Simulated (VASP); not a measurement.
Output of a VASP run:

**OSZICAR**
```
       N       E                     dE             d eps       ncg     rms          rms(c)
DAV:   1     0.653447458120E+01    0.65345E+01   -0.31712E+03   464   0.760E+02
DAV:   2    -0.107520796908E+02   -0.17287E+02   -0.16158E+02   728   0.816E+01
DAV:   3    -0.110205041650E+02   -0.26842E+00   -0.26842E+00   592   0.123E+01
DAV:   4    -0.110218386283E+02   -0.13345E-02   -0.13345E-02   728   0.898E-01
DAV:   5    -0.110218451854E+02   -0.65572E-05   -0.65572E-05   608   0.345E-02    0.488E+00
DAV:   6    -0.108967348105E+02    0.12511E+00   -0.82764E-02   568   0.151E+00    0.299E+00
DAV:   7    -0.108397671980E+02    0.56968E-01   -0.15667E-01   592   0.221E+00    0.191E-01
DAV:   8    -0.108408476248E+02   -0.10804E-02   -0.40192E-03   536   0.481E-01    0.732E-02
DAV:   9    -0.108410398657E+02   -0.19224E-03   -0.18819E-04   656   0.109E-01    0.575E-02
DAV:  10    -0.108410665220E+02   -0.26656E-04   -0.32778E-05   560   0.429E-02    0.107E-02
DAV:  11    -0.108410661224E+02    0.39954E-06   -0.55151E-07   640   0.535E-03
   1 F= -.11469279E+02 E0= -.11469279E+02  d E =-.114693E+02
       N       E                     dE             d eps       ncg     rms          rms(c)
DAV:   1    -0.108356594515E+02    0.54071E-02   -0.21075E-02   552   0.836E-01    0.139E-01
DAV:   2    -0.108353075614E+02    0.35189E-03   -0.30348E-04   576   0.123E-01    0.847E-02
DAV:   3    -0.108351297316E+02    0.17783E-03   -0.38802E-04   536   0.101E-01    0.281E-02
DAV:   4    -0.108351304046E+02   -0.67298E-06   -0.40440E-06   624   0.183E-02
   2 F= -.11469542E+02 E0= -.11469542E+02  d E =-.263182E-03
       N       E                     dE             d eps       ncg     rms          rms(c)
DAV:   1    -0.108377275924E+02   -0.25979E-02   -0.29442E-03   552   0.313E-01    0.490E-02
DAV:   2    -0.108376759095E+02    0.51683E-04   -0.42631E-05   600   0.461E-02    0.298E-02
DAV:   3    -0.108376469346E+02    0.28975E-04   -0.54873E-05   536   0.379E-02    0.107E-02
DAV:   4    -0.108376467688E+02    0.16577E-06   -0.53268E-07   344   0.687E-03
   3 F= -.11469708E+02 E0= -.11469708E+02  d E =-.428299E-03
```

### OUTCAR
```
------------------------ aborting loop because EDIFF is reached ----------------------------------------
 Edisp (eV)   -0.63206
  FORCE on cell =-STRESS in cart. coord.  units (eV):
  Direction    XX          YY          ZZ          XY          YZ          ZX
  --------------------------------------------------------------------------------------
  Total       0.00231     0.00231     0.00231     0.00000    -0.00000     0.00000
  in kB       0.09300     0.09300     0.09300     0.00000    -0.00000     0.00000
  external pressure =        0.09 kB  Pullay stress =        0.00 kB
  volume of cell :       39.80
      direct lattice vectors                 reciprocal lattice vectors
     0.000000000  2.709932786  2.709932786    -0.184506421  0.184506421  0.184506421
     2.709932786  0.000000000  2.709932786     0.184506421 -0.184506421  0.184506421
     2.709932786  2.709932786  0.000000000     0.184506421  0.184506421 -0.184506421
 POSITION                                       TOTAL-FORCE (eV/Angst)
 -----------------------------------------------------------------------------------
      0.00000      0.00000      0.00000        -0.000000      0.000000     -0.000000
      1.35497      1.35497      1.35497         0.000000     -0.000000      0.000000
 -----------------------------------------------------------------------------------
    total drift:                               -0.000000     -0.000000     -0.000000
  FREE ENERGIE OF THE ION-ELECTRON SYSTEM (eV)
  ---------------------------------------------------
  free  energy   TOTEN  =       -11.4697075743 eV

  energy  without entropy=      -11.4697075743  energy(sigma->0) =      -11.46970757

 reached required accuracy - stopping structural energy minimisation
```
(Selected blocks of OUTCAR.)

POSCAR:
```
Si
1
    0.0000000000     2.7155000000     2.7155000000
    2.7155000000     0.0000000000     2.7155000000
    2.7155000000     2.7155000000     0.0000000000
Si
2
Direct
  0.0000000000   0.0000000000   0.0000000000
  0.2500000000   0.2500000000   0.2500000000
```

Reconstruct the remaining input files.

This is not unique; one that fits is the input of the run itself, PBE GGA with D3 dispersion (Becke-Johnson damping), plane waves, VASP's PBE PAW potentials (set 64).

### INCAR
```
SYSTEM = Si
PREC = Accurate; ENCUT = 520; LREAL = .False.
LASPH = .True.
EDIFF = 1E-6; NELM = 100; ALGO = Normal
ISMEAR = 0; SIGMA = 0.05
GGA = PE; IVDW = 12
IBRION = 2; NSW = 60; ISIF = 3
EDIFFG = -0.01
LWAVE = .False.; LCHARG = .False.
```

### KPOINTS
```
Automatic mesh
0
Gamma
8 8 8
0 0 0
```

POTCAR, in this order: Si (PBE.64 set). Program: vasp_std.

The compound is Si in the diamond structure. This run relaxes it. Symmetry was kept, so distortions that lower it aren't found.
